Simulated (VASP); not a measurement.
# Al3InN4 (I-42m) in VASP: further runs

One crystal, Al3InN4, is run at these levels: PBE; tasks: relaxation of cell and atoms.

Everything below comes from runs of VASP 6.6.1. Logs are shortened: lines on timing, memory, paths and dates and some standing lists are left out, and cuts for length are marked.

**1. Starting point**

The structure is tetragonal, space group I-42m (No. 121). The conventional cell has a = 4.560 Å, b = 4.560 Å, c = 9.080 Å, α = 90.00°, β = 90.00°, γ = 90.00°. Al (site symmetry -42m) has 4 N at 1.91 Å as nearest neighbours. Al (site symmetry -4) has 4 N at 1.93 Å as nearest neighbours. In (site symmetry -42m) is surrounded by 4 N at 2.15 Å. N (site symmetry m) has 3 Al at 1.91 to 1.93 Å and 1 In at 2.15 Å as nearest neighbours.

The cell was built by a generator and needn't be a form met in nature.

**2. Relaxation of cell and atoms, PBE**

INCAR reads:

```
SYSTEM = Al3InN4
PREC     = Accurate       ! precision mode
ENCUT    = 520            ! plane-wave cutoff, eV
EDIFF    = 1E-6           ! SCF threshold, eV
ISMEAR   = 0              ! smearing method
SIGMA    = 0.03           ! smearing width, eV
LREAL    = .False.        ! projectors in reciprocal space
LASPH    = .True.         ! aspherical terms in the spheres
NELM     = 120            ! most SCF steps
ALGO     = Normal         ! electronic algorithm
ISIF     = 3              ! what is computed and relaxed
LWAVE    = .False.        ! write WAVECAR
LCHARG   = .False.        ! write CHGCAR
GGA      = PE             ! functional
IBRION   = 2              ! ionic algorithm
NSW      = 90             ! ionic steps
EDIFFG   = -0.01          ! ionic threshold
KPAR     = 4
```

KPOINTS reads:

```
regular mesh
0
Gamma
  8 8 8
  0 0 0
```

POSCAR reads:

```
Al3InN4
1.0
   -2.2800000000      2.2800000000      4.5400000000
    2.2800000000     -2.2800000000      4.5400000000
    2.2800000000      2.2800000000     -4.5400000000
Al In N
3 1 4
Direct
    0.5000000000      0.5000000000      0.0000000000
    0.2500000000      0.7500000000      0.5000000000
    0.7500000000      0.2500000000      0.5000000000
    0.0000000000      0.0000000000      0.0000000000
    0.1388805200      0.1388805200      0.5482456100
    0.5906349000      0.5906349000      0.4517543900
    0.4093651000      0.8611194800      0.0000000000
    0.8611194800      0.4093651000      0.0000000000
```

Potentials or basis: VASP PAW PBE potentials, release 64 (Al, In_d, N).

Launch:

```console
$ cat potpaw_PBE.64/Al/POTCAR potpaw_PBE.64/In_d/POTCAR potpaw_PBE.64/N/POTCAR > POTCAR
$ mpirun -np 4 vasp_std > vasp.out
```

OUTCAR:

```text
SYSTEM = Al3InN4
   PREC = Accurate
   ENCUT = 520
   EDIFF = 1E-6
   ISMEAR = 0
   LREAL = .False.
   LASPH = .True.
   NELM = 120
   ISIF = 3
   GGA = PE
   IBRION = 2
   NSW = 90
   EDIFFG = -0.01

 ion  position               nearest neighbor table
   1  0.500  0.500  0.000-   5 1.91   7 1.91   8 1.91   6 1.91   2 3.22   3 3.22   2 3.22   3 3.22
                             2 3.22   3 3.22   2 3.22   3 3.22   4 3.22   4 3.22   4 3.22   4 3.22
   2  0.250  0.750  0.500-   6 1.93   7 1.93   8 1.93   5 1.93   1 3.22   1 3.22   4 3.22   4 3.22
                             4 3.22   1 3.22   4 3.22   1 3.22   3 3.22   3 3.22   3 3.22   3 3.22
   3  0.750  0.250  0.500-   6 1.93   8 1.93   7 1.93   5 1.93   1 3.22   1 3.22   4 3.22   4 3.22
                             1 3.22   4 3.22   1 3.22   4 3.22   2 3.22   2 3.22   2 3.22   2 3.22
   4  0.000  0.000  0.000-   5 2.15   6 2.15   8 2.15   7 2.15   3 3.22   2 3.22   3 3.22   2 3.22
                             3 3.22   2 3.22   3 3.22   2 3.22   1 3.22   1 3.22   1 3.22   1 3.22
   5  0.139  0.139  0.548-   1 1.91   2 1.93   3 1.93   4 2.15
   6  0.591  0.591  0.452-   1 1.91   2 1.93   3 1.93   4 2.15
   7  0.409  0.861  0.000-   1 1.91   3 1.93   2 1.93   4 2.15
   8  0.861  0.409  0.000-   1 1.91   2 1.93   3 1.93   4 2.15

  LATTYP: Found a body centered tetragonal cell.
 ALAT       =     4.5600000000
 C/A-ratio  =     1.9912280702

  Lattice vectors:

 A1 = (  -2.2800000000,   2.2800000000,   4.5400000000)
 A2 = (   2.2800000000,  -2.2800000000,   4.5400000000)
 A3 = (   2.2800000000,   2.2800000000,  -4.5400000000)

Analysis of symmetry for initial positions (statically):
=====================================================================
 Subroutine PRICEL returns:
 Original cell was already a primitive cell.

 Routine SETGRP: Setting up the symmetry group for a
 body centered tetragonal supercell.

 Subroutine GETGRP returns: Found  8 space group operations
 (whereof  8 operations were pure point group operations)
 out of a pool of 16 trial point group operations.

The static configuration has the point symmetry D_2d.

Analysis of symmetry for dynamics (positions and initial velocities):
=====================================================================
 Subroutine PRICEL returns:
 Original cell was already a primitive cell.

 Routine SETGRP: Setting up the symmetry group for a
 body centered tetragonal supercell.

 Subroutine GETGRP returns: Found  8 space group operations
 (whereof  8 operations were pure point group operations)
 out of a pool of 16 trial point group operations.

The dynamic configuration has the point symmetry D_2d.

 Subroutine INISYM returns: Found  8 space group operations
 (whereof  8 operations are pure point group operations),
 and found     1 'primitive' translations

----------------------------------------------------------------------------------------

                                     Primitive cell

  volume of cell :      94.4029

  direct lattice vectors                    reciprocal lattice vectors
    -2.280000000  2.280000000  4.540000000     0.000000000  0.219298246  0.110132159
     2.280000000 -2.280000000  4.540000000     0.219298246  0.000000000  0.110132159
     2.280000000  2.280000000 -4.540000000     0.219298246  0.219298246  0.000000000

  length of vectors
     5.568518654  5.568518654  5.568518654     0.245399293  0.245399293  0.310134553

  position of ions in fractional coordinates (direct lattice)
     0.500000000  0.500000000  0.000000000
     0.250000000  0.750000000  0.500000000
     0.750000000  0.250000000  0.500000000
     0.000000000  0.000000000  0.000000000
     0.138880520  0.138880520  0.548245610
     0.590634900  0.590634900  0.451754390
     0.409365100  0.861119480  0.000000000
     0.861119480  0.409365100  0.000000000

  ion indices of the primitive-cell ions
   primitive index   ion index
                 1           1
                 2           2
                 3           3
                 4           4
                 5           5
                 6           6
                 7           7
                 8           8

----------------------------------------------------------------------------------------

 KPOINTS: regular mesh

Automatic generation of k-mesh.
 Grid dimensions read from file:
 generate k-points for:    8    8    8

 Generating k-lattice:

  Cartesian coordinates                     Fractional coordinates (reciprocal lattice)
     0.000000000  0.027412281  0.013766520     0.125000000  0.000000000  0.000000000
     0.027412281  0.000000000  0.013766520     0.000000000  0.125000000  0.000000000
     0.027412281  0.027412281  0.000000000     0.000000000  0.000000000  0.125000000

  Length of vectors
     0.030674912  0.030674912  0.038766819

  Shift w.r.t. Gamma in fractional coordinates (k-lattice)
     0.000000000  0.000000000  0.000000000

 Subroutine IBZKPT returns following result:
 ===========================================

 Found     59 irreducible k-points:

 Following reciprocal coordinates:
            Coordinates               Weight
  0.000000  0.000000  0.000000      1.000000
  0.125000 -0.000000  0.000000      8.000000
  0.250000 -0.000000  0.000000      8.000000
  0.375000 -0.000000  0.000000      8.000000
  0.500000 -0.000000  0.000000      4.000000
  0.125000  0.125000  0.000000      8.000000
[... 16 lines left out ...]
  0.250000  0.125000  0.125000     16.000000
  0.375000  0.125000  0.125000      8.000000
 [... further k-points ...]
   k-points           NKPTS =     59   k-points in BZ     NKDIM =     59   number of bands    NBANDS=     26
   number of dos      NEDOS =    301   number of ions     NIONS =      8
   total plane-waves  NPLWV =  74088
   dimension x,y,z NGX =    42 NGY =   42 NGZ =   42
   dimension x,y,z NGXF=    84 NGYF=   84 NGZF=   84
   ions per type =               3   1   4
   NGX,Y,Z   is equivalent  to a cutoff of  12.54, 12.54, 12.54 a.u.
   NGXF,Y,Z  is equivalent  to a cutoff of  25.08, 25.08, 25.08 a.u.
 SYSTEM =  Al3InN4
   PREC   = accura    normal or accurate (medium, high low for compatibility)
   ISTART =      0    job   : 0-new  1-cont  2-samecut
   ICHARG =      2    charge: 1-file 2-atom 10-const
   ISPIN  =      1    spin polarized calculation?
   LNONCOLLINEAR =      F non collinear calculations
   LSORBIT =      F    spin-orbit coupling
   LASPH  =      T    aspherical Exc in radial PAW
   ENCUT  =  520.0 eV  38.22 Ry    6.18 a.u.  10.35 10.35 10.35*2*pi/ulx,y,z
   NELM   =    120;   NELMIN=  2; NELMDL= -5     # of ELM steps
   EDIFF  = 0.1E-05   stopping-criterion for ELM
   LREAL  =      F    real-space projection
   EDIFFG = -.1E-01   stopping-criterion for IOM
   NSW    =     90    number of steps for IOM
   IBRION =      2    ionic relax: 0-MD 1-quasi-New 2-CG
   NFREE  =      1    steps in history (QN), initial steepest desc. (CG)
   ISIF   =      3    stress and relaxation
   ISYM   =      2    0-nonsym 1-usesym 2-fastsym
   POTIM  = 0.5000    time-step for ionic-motion
   TEBEG  =    0.0;   TEEND  =   0.0 temperature during run
   PSTRESS=    0.0 pullay stress
   NELECT =      42.0000    total number of electrons
   NUPDOWN=      -1.0000    fix difference up-down
   EMIN   =  10.00;   EMAX   =-10.00  energy-range for DOS
   EFERMI =   0.00;   METHOD = LEGACY
   ISMEAR =     0;   SIGMA  =   0.03  broadening in eV -4-tet -1-fermi 0-gaus
   EFERMI_NEDOS =   21; number of points for ismear=-14 and -15
   IALGO  =     38    algorithm
   IMIX   =      4    mixing-type and parameters
     AMIX     =   0.40;   BMIX     =  1.00
     AMIX_MAG =   1.60;   BMIX_MAG =  1.00
  volume/ion in A,a.u.               =      11.80        79.63
  Fermi-wavevector in a.u.,A,eV,Ry     =   1.249768  2.361719 21.251214  1.561920
  Thomas-Fermi vector in A             =   2.383793
   LORBIT       =      0    0 simple, 1 ext, 2 COOP (PROOUT), +10 PAW based schemes
   GGA     = PE    functional components
   LHFCALC =     F    Hartree Fock is set to
   AEXX    =    0.0000 exact exchange contribution
   IVDW    =     0    specifies the selected vdW correction
   LEPSILON=     F    determine dielectric tensor
   LRPA    =     F    only Hartree local field effects (RPA)
 conjugate gradient relaxation of ions
 non-spin polarized calculation
 Gauss-broadening in eV      SIGMA  =   0.03
  energy-cutoff  :      520.00
  volume of cell :       94.40
 maximum number of plane-waves:      2566
 NGX is ok and might be reduce to    42
   NGX = 21   NGY = 21   NGZ = 21

--------------------------------------- Ionic step        1  -------------------------------------------

 number of electron      42.0000005 magnetization

 Free energy of the ion-electron system (eV)
  ---------------------------------------------------
  ext. energy  EPLUGINS =         0.00000000
  ---------------------------------------------------
  free energy    TOTEN  =       -54.96115413 eV

  energy without entropy =      -54.96115413  energy(sigma->0) =      -54.96115413

------------------------ aborting loop because EDIFF is reached ----------------------------------------

  FORCE on cell =-STRESS in cart. coord.  units (eV):
  Direction    XX          YY          ZZ          XY          YZ          ZX
  --------------------------------------------------------------------------------------
  -------------------------------------------------------------------------------------
  Total        0.1023753      0.1023753     -0.2712628      0.0000000      0.0000000      0.0000000
  in kB        1.7374816      1.7374816     -4.6037877      0.0000000      0.0000000      0.0000000
  external PRESSURE =      -0.3762748 kB  Pullay stress =       0.0000000 kB
[... 111 lines left out ...]
  energy  without entropy=      -54.9617840502  energy(sigma->0) =      -54.96178405

--------------------------------------- Ionic step        4  -------------------------------------------

 number of electron      42.0000006 magnetization

 Free energy of the ion-electron system (eV)
  ---------------------------------------------------
  ext. energy  EPLUGINS =         0.00000000
  ---------------------------------------------------
  free energy    TOTEN  =       -54.96183003 eV

  energy without entropy =      -54.96183003  energy(sigma->0) =      -54.96183003

 E-fermi :   6.2108     XC(G=0): -10.8554

 val. band max:        6.0414889334   @ k =   0.0000   0.0000   0.0000
 cond. band min:       8.4134186387   @ k =   0.0000   0.0000   0.0000
 fundamental gap:      2.3719297053
 Fermi energy:         6.2108014923

 k-point     1 :       0.0000    0.0000    0.0000
  band No.  band energies     occupation
      1      -8.7078      2.00000
      2      -7.5093      2.00000
      3      -7.5093      2.00000
      4      -7.4761      2.00000
      5      -6.6134      2.00000
      6      -6.5966      2.00000
[... 685 lines left out ...]
     25      12.6514      0.00000
     26      13.5054      0.00000

 [... further k-points ...]

------------------------ aborting loop because EDIFF is reached ----------------------------------------

  FORCE on cell =-STRESS in cart. coord.  units (eV):
  Direction    XX          YY          ZZ          XY          YZ          ZX
  --------------------------------------------------------------------------------------
  -------------------------------------------------------------------------------------
  Total       -0.0754374     -0.0754374     -0.0519954      0.0000000     -0.0000000      0.0000000
  in kB       -1.2797845     -1.2797845     -0.8820952      0.0000000     -0.0000000      0.0000000
  external PRESSURE =      -1.1472214 kB  Pullay stress =       0.0000000 kB
[... 23 lines left out ...]
  FREE ENERGIE OF THE ION-ELECTRON SYSTEM (eV)
  ---------------------------------------------------
  free  energy   TOTEN  =       -54.9618300283 eV

  energy  without entropy=      -54.9618300283  energy(sigma->0) =      -54.96183003

 reached required accuracy - stopping structural energy minimisation
```

It took 1.9 min on 4 MPI ranks of Intel Xeon Platinum 8259CL at 2.50GHz (Skylake/Cascade Lake), shared host; peak memory 0.35 GiB.

What came out:

```yaml
Free_energy: -54.9618 eV
Relaxed_volume: 11.81 Å³/atom
Relaxed_cell: a = 5.558 Å, b = 5.558 Å, c = 5.558 Å, α = 131.45°, β = 131.45°, γ = 71.09°
Space_group_after_relaxing_to_0.05_Å: I-42m (No. 121)
Energy_gained_by_relaxing: 0.1 meV/atom
Ionic_steps: 4
Pressure_after_relaxing: -0.1 GPa
Largest_force_after_relaxing: 0.003 eV/Å
Band_gap_on_the_k_mesh: 2.37 eV, direct
```

Forces in eV/Å, atoms in the order of the input:
```
Al   0.000  0.000  0.000
Al   0.000  0.000  0.000
Al   0.000  0.000  0.000
In   0.000  0.000  0.000
N    0.000  0.000  0.003
N    0.000  0.000  0.003
N    0.000  0.000 -0.003
N    0.000  0.000 -0.003
```

Step by step:
```csv
step,energy change (eV),largest force (eV/Å),pressure (GPa),volume (Å³)
1,0.0000,0.0080,-0.04,94.40
2,-0.0004,0.0061,0.03,94.36
3,-0.0006,0.0224,0.11,94.32
4,-0.0007,0.0031,-0.11,94.44
```

Final structure:
```
Al In N
1.0
    -2.28489    2.28489    4.52240
     2.28489   -2.28489    4.52240
     2.28489    2.28489   -4.52240
Al In N
3 1 4
Direct
  0.50000 0.50000 0.00000
  0.25000 0.75000 0.50000
  0.75000 0.25000 0.50000
  0.00000 0.00000 0.00000
  0.13884 0.13884 0.54824
  0.59060 0.59060 0.45176
  0.40940 0.86116 0.00000
  0.86116 0.40940 0.00000
```

Caveat: spin-orbit coupling is left out, which moves the levels of the heavy elements.

**3. Relaxation of cell and atoms, PBE**

INCAR: that of step 2 with these lines changed.

```diff
@@ -3,3 +3,3 @@
 ENCUT    = 520            ! plane-wave cutoff, eV
-EDIFF    = 1E-6           ! SCF threshold, eV
+EDIFF    = 1E-7           ! SCF threshold, eV
 ISMEAR   = 0              ! smearing method
@@ -15,4 +15,5 @@
 IBRION   = 2              ! ionic algorithm
-NSW      = 90             ! ionic steps
-EDIFFG   = -0.01          ! ionic threshold
+NSW      = 60             ! ionic steps
+EDIFFG   = -0.005         ! ionic threshold
+POTIM    = 0.3            ! step
 KPAR     = 4
```

KPOINTS is that of step 2.

POSCAR reads:

```
Al3InN4                                 
1.0
   -2.2848925100      2.2848925100      4.5223985928
    2.2848925100     -2.2848925100      4.5223985928
    2.2848925100      2.2848925100     -4.5223985928
  Al              In              N             
     3     1     4
Direct
     0.5000000000000000    0.5000000000000000    0.0000000000000000
     0.2500000000000000    0.7500000000000000    0.5000000000000000
     0.7500000000000000    0.2500000000000000    0.5000000000000000
     0.0000000000000000    0.0000000000000000    0.0000000000000000
     0.1388376957416144    0.1388376957416144    0.5482396585580630
     0.5905980271835505    0.5905980271835505    0.4517603414419370
     0.4094019728164494    0.8611623042583857    0.0000000000000000
     0.8611623042583857    0.4094019728164494    1.0000000000000000
```

Potentials or basis: VASP PAW PBE potentials, release 64 (Al, In_d, N).

Launch:

```console
$ cat potpaw_PBE.64/Al/POTCAR potpaw_PBE.64/In_d/POTCAR potpaw_PBE.64/N/POTCAR > POTCAR
$ mpirun -np 4 vasp_std > vasp.out
```

Wall time 77 s (4 MPI ranks of Intel Xeon Platinum 8259CL at 2.50GHz (Skylake/Cascade Lake), shared host); peak memory 0.35 GiB.

It converged, with:

```yaml
Free_energy: -54.9619 eV
Relaxed_volume: 11.80 Å³/atom
Relaxed_cell: a = 5.557 Å, b = 5.557 Å, c = 5.557 Å, α = 131.46°, β = 131.46°, γ = 71.09°
Space_group_after_relaxing_to_0.05_Å: I-42m (No. 121)
Energy_gained_by_relaxing: 0.0 meV/atom
Ionic_steps: 2
Pressure_after_relaxing: 0.0 GPa
Band_gap_on_the_k_mesh: 2.38 eV, direct
```

Final structure:
```cif
data_structure
_symmetry_space_group_name_H-M 'P 1'
_symmetry_Int_Tables_number 1
_cell_length_a 5.5569
_cell_length_b 5.5569
_cell_length_c 5.5569
_cell_angle_alpha 131.457
_cell_angle_beta 131.457
_cell_angle_gamma 71.088
_cell_volume 94.37
loop_
_atom_site_label
_atom_site_type_symbol
_atom_site_fract_x
_atom_site_fract_y
_atom_site_fract_z
_atom_site_occupancy
Al1 Al 0.50000 0.50000 0.00000 1
Al2 Al 0.25000 0.75000 0.50000 1
Al3 Al 0.75000 0.25000 0.50000 1
In1 In 0.00000 0.00000 0.00000 1
N1 N 0.13885 0.13885 0.54825 1
N2 N 0.59060 0.59060 0.45175 1
N3 N 0.40940 0.86115 0.00000 1
N4 N 0.86115 0.40940 0.00000 1
```

Levels at points of the mesh, in eV from the valence-band top:
```
           k point  band 17  band 18  band 19  band 20  band 21  band 22  band 23  band 24  band 25  band 26
(0.00, 0.00, 0.00)    -1.83    -1.83    -0.25     0.00     0.00     2.38     3.48     6.03     6.03     7.09
(0.50, 0.00, 0.00)    -1.73    -1.52    -0.91    -0.65    -0.60     5.11     5.60     6.13     6.16     8.58
(0.50, 0.50, 0.00)    -0.82    -0.78    -0.44    -0.22    -0.15     4.81     5.82     6.74     7.28     7.58
(0.50, 0.50, 0.50)    -1.51    -1.51    -1.39    -0.56    -0.56     3.50     3.50     4.44     5.04     7.64
```

Caveat: spin-orbit coupling is left out, which moves the levels of the heavy elements.
